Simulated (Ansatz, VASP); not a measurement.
## GaN in two plane-wave programs

Aim: how closely do two programs agree when they are given the same cell, functional and k mesh? The cell is taken from a series of runs on this material, whose earlier steps may have relaxed, scaled, displaced or heated it; both programs get it as it stands.

Main program and level: Ansatz 0.2.0; plane waves, with VASP 6.6.1 beside it; relaxation of cell and atoms at r2SCAN.

### 1. The starting structure

Symmetry: P6_3mc, No. 186, hexagonal system. The conventional cell has a = 3.183 Å, b = 3.183 Å, c = 5.184 Å, α = 90.00°, β = 90.00°, γ = 120.00°. Nearest to Ga lie 4 N at 1.95 Å. Nearest to N lie 4 Ga at 1.95 Å. Farther neighbours and most contacts between anions are not listed.

As a file:

```
Ga N
1.0
     3.18328    0.00000    0.00000
    -1.59164    2.75680    0.00000
     0.00000    0.00000    5.18387
Ga N
2 2
Direct
  0.33333 0.66667 0.99911
  0.66667 0.33333 0.49911
  0.33333 0.66667 0.37589
  0.66667 0.33333 0.87589
```

### 2. VASP: relaxation of cell and atoms, r2SCAN

The relaxed volume is the usual yardstick between codes: in a stiff, nearly cubic crystal its relative difference is about their pressure difference at one cell divided by the bulk modulus.

Lines of VASP's logs that name or quote its potential files are left out, and so is its time.

Contents of INCAR:

```
SYSTEM = GaN
PREC = Accurate
ENCUT = 660
EDIFF = 1E-07
NELM = 120
ISMEAR = 0
SIGMA = 0.01
LREAL = .FALSE.
ALGO = Normal
METAGGA = R2SCAN
LASPH = .TRUE.
NBANDS = 24
LORBIT = 11
LWAVE = .FALSE.
LCHARG = .FALSE.
ISIF = 3
IBRION = 2
NSW = 80
EDIFFG = -0.005
GGA_COMPAT = .FALSE.
NELMIN = 4
EFERMI = MIDGAP
LMIXTAU = .TRUE.
```

Contents of POSCAR:

```
GaN
1.0
    3.1832810000      0.0000000000      0.0000000000
   -1.5916410000      2.7568030000      0.0000000000
    0.0000000000      0.0000000000      5.1838730000
Ga N
2 2
Direct
    0.3333333171      0.6666664248      0.9991097390
    0.6666668156      0.3333332124      0.4991098354
    0.3333333171      0.6666664248      0.3758901887
    0.6666668156      0.3333332124      0.8758902851
```

Contents of KPOINTS:

```
Automatic mesh
0
Gamma
12 12 6
0 0 0
```

PAW data sets: Ga_d and N (PBE family, release 64).

Started as:

```sh
$ mpirun -np 1 vasp_std
```

Numbers of over 12 decimals in the logs are rounded to 6 here.

Output:

```text
[banner, memory and clock lines left out]
running    1 mpi-ranks, on    1 nodes
 distrk:  each k-point on    1 cores,    1 groups
 distr:  one band on    1 cores,    1 groups

 POSCAR found type information on POSCAR GaN
 POSCAR found :  2 types and       4 ions
|                                                                             |
|               ----> ADVICE to this user running VASP <----                  |
|                                                                             |
|     You enforced a specific xc type in the INCAR file but a different       |
|     [... a line on the potential file left out ...]
|     I HOPE YOU KNOW WHAT YOU ARE DOING!                                     |
|                                                                             |

 LDA part: xc-table for (None), standard interpolation
 POSCAR, INCAR and KPOINTS ok, starting setup
 FFT: planning ... GRIDC
 FFT: planning ... GRID_SOFT
 FFT: planning ... GRID
 WAVECAR not read
 entering main loop
       N       E                     dE             d eps       ncg     rms          rms(c)
DAV:   1     0.284665060390E+03    0.28467E+03   -0.21384E+04  3912   0.332E+03
DAV:   2    -0.148767425404E+02   -0.29954E+03   -0.28535E+03  3992   0.596E+02
DAV:   3    -0.524014270560E+02   -0.37525E+02   -0.37183E+02  4408   0.165E+02
DAV:   4    -0.536456041532E+02   -0.12442E+01   -0.12421E+01  4608   0.341E+01
DAV:   5    -0.536663941570E+02   -0.20790E-01   -0.20773E-01  4408   0.392E+00    0.102E+01
DAV:   6    -0.449360675276E+02    0.87303E+01   -0.10187E+01  6232   0.549E+01    0.328E+00
DAV:   7    -0.432455799995E+02    0.16905E+01   -0.16940E+00  3800   0.112E+01    0.232E+00
DAV:   8    -0.460958941282E+02   -0.28503E+01   -0.17973E+00  5136   0.154E+01    0.219E+00
DAV:   9    -0.446745309032E+02    0.14214E+01   -0.66583E-01  4144   0.901E+00    0.588E-01
DAV:  10    -0.438067801002E+02    0.86775E+00   -0.26003E-01  4720   0.541E+00    0.180E-01
DAV:  11    -0.438195182321E+02   -0.12738E-01   -0.23835E-02  4088   0.150E+00    0.290E-01
DAV:  12    -0.438154839247E+02    0.40343E-02   -0.96887E-04  6008   0.433E-01    0.252E-01
DAV:  13    -0.438169563937E+02   -0.14725E-02   -0.45486E-03  5720   0.103E+00    0.192E-01
DAV:  14    -0.438202126326E+02   -0.32562E-02   -0.92076E-03  5368   0.145E+00    0.614E-01
DAV:  15    -0.438211650691E+02   -0.95244E-03   -0.31330E-03  5128   0.110E+00    0.335E-01
DAV:  16    -0.438219630764E+02   -0.79801E-03   -0.17654E-03  5872   0.553E-01    0.127E-01
DAV:  17    -0.438220938814E+02   -0.13081E-03   -0.41103E-04  5744   0.239E-01    0.143E-02
DAV:  18    -0.438221090094E+02   -0.15128E-04   -0.62655E-05  5024   0.872E-02    0.108E-02
DAV:  19    -0.438221146256E+02   -0.56161E-05   -0.86310E-06  5240   0.328E-02    0.122E-02
DAV:  20    -0.438221158402E+02   -0.12147E-05   -0.84904E-06  4888   0.468E-02    0.117E-02
DAV:  21    -0.438221172494E+02   -0.14092E-05   -0.94050E-07  3792   0.963E-03    0.107E-02
DAV:  22    -0.438221169911E+02    0.25835E-06   -0.13462E-06  4432   0.160E-02    0.375E-03
DAV:  23    -0.438221173348E+02   -0.34372E-06   -0.52293E-07  4264   0.710E-03    0.802E-04
DAV:  24    -0.438221173721E+02   -0.37269E-07   -0.73761E-08  2408   0.281E-03
   1 F= -.43822117E+02 E0= -.43822117E+02  d E =-.438221E+02
[...]
2 F= -.43821906E+02 E0= -.43821906E+02  d E =0.211063E-03
[...]
3 F= -.43822868E+02 E0= -.43822868E+02  d E =-.750693E-03
 curvature:  -0.25 expect dE=-0.231E-05 dE for cont linesearch -0.206E-05
 ZBRENT: interpolating
 opt :   0.4825  next Energy=   -43.822870 (dE=-0.753E-03)
 bond charge predicted
       N       E                     dE             d eps       ncg     rms          rms(c)
DAV:   1    -0.438228911377E+02   -0.23157E-04   -0.29078E-04  4288   0.378E-01    0.279E-02
DAV:   2    -0.438228742049E+02    0.16933E-04   -0.34872E-05  4968   0.141E-01    0.137E-02
DAV:   3    -0.438228659930E+02    0.82120E-05   -0.79649E-06  5520   0.711E-02    0.246E-03
DAV:   4    -0.438228672025E+02   -0.12095E-05   -0.15161E-06  3688   0.115E-02    0.228E-03
DAV:   5    -0.438228669871E+02    0.21538E-06   -0.49309E-08  1856   0.243E-03    0.152E-03
DAV:   6    -0.438228673166E+02   -0.32953E-06   -0.12338E-07  2488   0.420E-03    0.141E-04
DAV:   7    -0.438228673667E+02   -0.50100E-07   -0.22095E-08  1880   0.145E-03
   4 F= -.43822867E+02 E0= -.43822867E+02  d E =-.749995E-03
 curvature:  -0.25 expect dE=-0.292E-06 dE for cont linesearch -0.211E-08
 trial: gam=-0.00123 g(F)=  0.143E-06 g(S)=  0.101E-05 ort = 0.534E-05 (trialstep = 0.896E+00)
 search vector abs. value=  0.115E-05
 reached required accuracy - stopping structural energy minimisation
```

From OUTCAR (step 2):

```text
ion  position               nearest neighbor table
   1  0.333  0.667  0.999-   4 1.95   4 1.95   4 1.95   3 1.95
   2  0.667  0.333  0.499-   3 1.95   3 1.95   3 1.95   4 1.95
   3  0.333  0.667  0.376-   2 1.95   2 1.95   2 1.95   1 1.95
   4  0.667  0.333  0.876-   1 1.95   1 1.95   1 1.95   2 1.95

  LATTYP: Found a hexagonal cell.
 ALAT       =     3.1832810000
 C/A-ratio  =     1.6284685518

 Subroutine GETGRP returns: Found 12 space group operations
 (whereof  6 operations were pure point group operations)

The static configuration has the point symmetry C_3v.
 The point group associated with its full space group is C_6v.

 Found     76 irreducible k-points:

   k-points           NKPTS =     76   k-points in BZ     NKDIM =     76   number of bands    NBANDS=     24

   dimension x,y,z NGX =    28 NGY =   28 NGZ =   48
   dimension x,y,z NGXF=    56 NGYF=   56 NGZF=   96

   ENCUT  =  660.0 eV  48.51 Ry    6.96 a.u.   6.67  6.67 10.86*2*pi/ulx,y,z

   NELECT =      36.0000    total number of electrons

 k-points in reciprocal lattice and weights: Automatic mesh
   0.00000000  0.00000000  0.00000000       0.001
   0.08333333  0.00000000  0.00000000       0.007
   0.16666667 -0.00000000  0.00000000       0.007
   0.25000000 -0.00000000  0.00000000       0.007
   0.33333333 -0.00000000  0.00000000       0.007
   0.41666667  0.00000000  0.00000000       0.007
   0.50000000 -0.00000000  0.00000000       0.003
   0.08333333  0.08333333  0.00000000       0.007
   0.16666667  0.08333333  0.00000000       0.014
[...]
0.33333333  0.25000000  0.50000000       0.014
   0.33333333  0.33333333  0.50000000       0.002

 average (electrostatic) potential at core
       1 -68.2947       2 -68.2947       3 -64.9529       4 -64.9529

 E-fermi :   6.1943

 k-point     1 :       0.0000    0.0000    0.0000
  band No.  band energies     occupation
    ...
     14       3.9815      2.00000
     15       3.9815      2.00000
     16       5.0050      2.00000
     17       5.0417      2.00000
     18       5.0417      2.00000
     19       7.3468      0.00000
     20       9.8181      0.00000
     21      14.9673      0.00000
     22      15.5983      0.00000
     23      15.5983      0.00000
    ...

 k-point     2 :       0.0833    0.0000    0.0000
  band No.  band energies     occupation
    ...
     14       3.4654      2.00000
     15       3.8320      2.00000
     16       4.4253      2.00000
     17       4.9359      2.00000
     18       4.9783      2.00000
     19       7.9155      0.00000
     20      10.2625      0.00000
     21      14.7454      0.00000
     22      15.1039      0.00000
     23      15.7904      0.00000
    ...

 k-point     3 :       0.1667   -0.0000    0.0000
  band No.  band energies     occupation
    ...
     14       2.2848      2.00000
     15       3.3026      2.00000
     16       3.4592      2.00000
     17       4.7150      2.00000
     18       4.7936      2.00000
     19       8.8926      0.00000
     20      11.1287      0.00000
     21      13.8150      0.00000
     22      14.6266      0.00000
     23      16.1741      0.00000
    ...

  Total       -0.0033664     -0.0033664      0.0078338      0.0000000      0.0000000      0.0000000
  in kB       -0.1179275     -0.1179276      0.2744265      0.0000000      0.0000000      0.0000000
  external PRESSURE =       0.0128571 kB  Pullay stress =       0.0000000 kB

  energy-cutoff  :      660.00
  volume of cell :       45.74
      direct lattice vectors                 reciprocal lattice vectors
     3.188900654 -0.000000001  0.000000000     0.313587693  0.181049944 -0.000000000
    -1.594450829  2.761669768  0.000000000     0.000000000  0.362099775 -0.000000000
     0.000000000  0.000000000  5.193309843     0.000000000  0.000000000  0.192555428

 POSITION                                       TOTAL-FORCE (eV/Angst)
 -----------------------------------------------------------------------------------
     -0.00000      1.84111      5.18874        -0.000000     -0.000000      0.000861
      1.59445      0.92056      2.59209         0.000000      0.000000      0.000861
     -0.00000      1.84111      1.95206        -0.000000      0.000000     -0.000861
      1.59445      0.92056      4.54871         0.000000     -0.000000     -0.000861
 -----------------------------------------------------------------------------------
    total drift:                               -0.000639      0.000404     -0.003119

  FREE ENERGIE OF THE ION-ELECTRON SYSTEM (eV)
  ---------------------------------------------------
  free  energy   TOTEN  =       -43.8228673667 eV

  energy  without entropy=      -43.8228673667  energy(sigma->0) =      -43.82286737

 reached required accuracy - stopping structural energy minimisation

 total charge
# of ion       s       p       d       tot
------------------------------------------
    1        0.754   0.875  10.191  11.820
    2        0.754   0.875  10.191  11.820
    3        1.229   2.540   0.000   3.769
    4        1.229   2.540   0.000   3.769
--------------------------------------------------
tot          3.965   6.830  20.382  31.177

[... 3 further parts left out ...]
```

CONTCAR:

```
GaN
   1.00000000000000
     3.1889006537530862   -0.0000000010192344    0.0000000000000000
    -1.5944508286419088    2.7616697675862554    0.0000000000000000
     0.0000000000000000    0.0000000000000000    5.1933098432914768
  Ga              N
     2     2
Direct
     0.3333333170999992    0.6666664247999989    0.9991209811243867
     0.6666668156000028    0.3333332123999995    0.4991210775243876
     0.3333333170999992    0.6666664247999989    0.3758789465756091
     0.6666668156000028    0.3333332123999995    0.8758790429756099
```

(Continued in part 2 of 2.)

[Lines on the potential files, build, host, timing and source positions are cut from VASP's logs without a mark.]

[Logs are printed without paths, hosts, clocks, repeated set-up lines and the standing remarks that a program may print on its own settings, such as how far it seeks lower states.]

[Hosts, paths, dates, database ids (printed as entryN), source tags and the programs' standing remarks are cut or masked in the printed files.]
